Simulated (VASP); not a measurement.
The input files of a VASP run:

### POSCAR
```
Ba(CdSb)2
1
    4.8314000000     0.0000000000     0.0000000000
   -2.4157000000     4.1841150000     0.0000000000
    0.0000000000     0.0000000000     8.1588700000
Ba Cd Sb
1 2 2
Direct
  0.0000000000   0.0000000000   0.0000000000
  0.6666670000   0.3333330000   0.6328400000
  0.3333330000   0.6666670000   0.3671600000
  0.6666670000   0.3333330000   0.2653900000
  0.3333330000   0.6666670000   0.7346100000
```

**INCAR**
```
ALGO = Fast
EDIFF = 1E-6
ENCUT = 400
GGA = PE
ISIF = 2
ISMEAR = 1
LASPH = .TRUE.
LCHARG = .FALSE.
LMAXMIX = 4
LREAL = .FALSE.
LWAVE = .FALSE.
NELM = 100
PREC = Accurate
SIGMA = 0.1
SYSTEM = Ba(CdSb)2
```

File KPOINTS:
```
Automatic mesh
0
Gamma
7 7 4
0 0 0
```

POTCAR, in this order: Ba_sv Cd Sb (PBE.64 set). Program: vasp_std.

Write an equivalent input for Quantum ESPRESSO's pw.x.

One equivalent input (not run):
```
&CONTROL
  calculation = 'scf'
  pseudo_dir = './pseudo'
  outdir = './out'
  tprnfor = .true.
  tstress = .true.
/
&SYSTEM
  ibrav = 0
  nat = 5
  ntyp = 3
  ecutwfc = 102
  occupations = 'smearing'
  smearing = 'methfessel-paxton'
  degauss = 0.00735
  input_dft = 'pbe'
/
&ELECTRONS
  conv_thr = 7.3e-08
  electron_maxstep = 100
/
ATOMIC_SPECIES
  Ba 137.327 Ba.upf
  Cd 112.414 Cd.upf
  Sb 121.760 Sb.upf
CELL_PARAMETERS angstrom
     4.8314000    0.0000000    0.0000000
    -2.4157000    4.1841150    0.0000000
     0.0000000    0.0000000    8.1588700
ATOMIC_POSITIONS crystal
  Ba   0.0000000  0.0000000  0.0000000
  Cd   0.6666670  0.3333330  0.6328400
  Cd   0.3333330  0.6666670  0.3671600
  Sb   0.6666670  0.3333330  0.2653900
  Sb   0.3333330  0.6666670  0.7346100
K_POINTS automatic
  7 7 4 0 0 0
```
The two are equivalent in intent, not identical: the potentials are each code's own (VASP's PAW set, PseudoDojo norm-conserving files in pw.x), so ENCUT and ecutwfc are chosen apart and not converted; conv_thr bounds pw.x's estimated SCF error, while EDIFF bounds the energy change between steps.

The structure comes from a computed database's BaCd2Sb2 entry (P-3m1); how it stands against other phases isn't given here. The cell was not relaxed at this level. The run is one of a series of settings (ALGO = Fast against the base run), some of them coarse on purpose.
